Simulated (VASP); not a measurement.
VASP runs on BaSi2 (space group Pnma) share one base input (LDA (Ceperley-Alder, Perdew-Zunger), plane waves, VASP's LDA PAW potentials (set 64)) and change the settings named in each case.

### POSCAR
```
BaSi2
1.0
  8.9158890000   0.0000000000   0.0000000000
  0.0000000000   6.7037870000   0.0000000000
  0.0000000000   0.0000000000  11.5019150000
Ba Si
8 16
Direct
  0.8407400000   0.2500000000   0.9049800000
  0.1592600000   0.7500000000   0.0950200000
  0.6592600000   0.7500000000   0.4049800000
  0.3407400000   0.2500000000   0.5950200000
  0.0145100000   0.2500000000   0.3072000000
  0.9854900000   0.7500000000   0.6928000000
  0.4854900000   0.7500000000   0.8072000000
  0.5145100000   0.2500000000   0.1928000000
  0.8049600000   0.5740300000   0.1440100000
  0.1950400000   0.4259700000   0.8559900000
  0.6950400000   0.4259700000   0.6440100000
  0.3049600000   0.5740300000   0.3559900000
  0.3049600000   0.9259700000   0.3559900000
  0.6950400000   0.0740300000   0.6440100000
  0.1950400000   0.0740300000   0.8559900000
  0.8049600000   0.9259700000   0.1440100000
  0.3009000000   0.7500000000   0.5331400000
  0.6991000000   0.2500000000   0.4668600000
  0.1991000000   0.2500000000   0.0331400000
  0.8009000000   0.7500000000   0.9668600000
  0.0856700000   0.7500000000   0.4104200000
  0.9143300000   0.2500000000   0.5895800000
  0.4143300000   0.2500000000   0.9104200000
  0.5856700000   0.7500000000   0.0895800000
```

File KPOINTS:
```
Automatic mesh
0
G
2 2 1
```

### INCAR
```
# general
SYSTEM  = BaSi2
PREC    = Accurate
ENCUT   = 300
LREAL   = Auto
LASPH   = .True.

# electronic loop
EDIFF   = 1E-6
NELM    = 100
ALGO    = Normal
LMAXMIX = 4

# smearing
ISMEAR  = 0
SIGMA   = 0.01

# ions
ISIF    = 2

# output
LWAVE   = .False.
LCHARG  = .False.
```

POTCAR, in this order: Ba_sv Si (LDA.64 set). Program: vasp_std.

```json
[
 {"change": "base run", "E(σ→0) (eV/atom)": "-5.0874", "pressure (GPa)": "-1.01", "−TS (eV)": "0.0000"},
 {"change": "EDIFF = 1E-09, ENCUT = 420, KPOINTS 3×3×2 Γ-centred mesh", "E(σ→0) (eV/atom)": "-5.0959", "pressure (GPa)": "-0.95", "−TS (eV)": "0.0000"},
 {"change": "ISMEAR = 1, SIGMA = 0.272, KPOINTS 4×4×4 Γ-centred mesh", "E(σ→0) (eV/atom)": "-5.0931", "pressure (GPa)": "-1.01", "−TS (eV)": "…"},
 {"change": "EDIFF = 1E-03, ENCUT = 150, KPOINTS 4×4×4 Γ-centred mesh", "E(σ→0) (eV/atom)": "-5.0691", "pressure (GPa)": "-1.58", "−TS (eV)": "0.0000"},
 {"change": "ENCUT = 150, ISMEAR = 1, SIGMA = 0.136, KPOINTS 2×2×2 Γ-centred mesh", "E(σ→0) (eV/atom)": "-5.0645", "pressure (GPa)": "-1.66", "−TS (eV)": "0.0077"},
 {"change": "EDIFF = 1E-04, ENCUT = 180, GGA = PS, KPOINTS 1×1×1 Γ-centred mesh, POTCAR Ba_sv Si (PBE.64 set)", "E(σ→0) (eV/atom)": "-4.9877", "pressure (GPa)": "-0.23", "−TS (eV)": "0.0000"},
 {"change": "ENCUT = 240, KPOINTS 6×6×6 Γ-centred mesh shifted by (0.5, 0.5, 0.5)", "E(σ→0) (eV/atom)": "-5.0879", "pressure (GPa)": "-1.08", "−TS (eV)": "0.0000"}
]
```

Some entries are withheld; supply them.

- ISMEAR = 1, SIGMA = 0.272, KPOINTS 4×4×4 Γ-centred mesh, −TS (eV): 0.0570

Energies of different potentials or functionals have different zeros.  Unless said otherwise, spin-orbit coupling is left out, though it shifts the bands of the heavy elements here. At 300 eV the pressure can carry a Pulay error.

Left out are runs that ran out of time, are held back, or changed the cell or the kind of run, fixed moments of cells without a moment, rows past the twelfth, gaps on odd meshes, pressures of charged cells and columns that move by less than the noise.

The structure comes from a computed database's BaSi2 entry; how it stands against other phases isn't given here. The cell was not relaxed at this level, its lattice was scaled by up to 2.5 %.
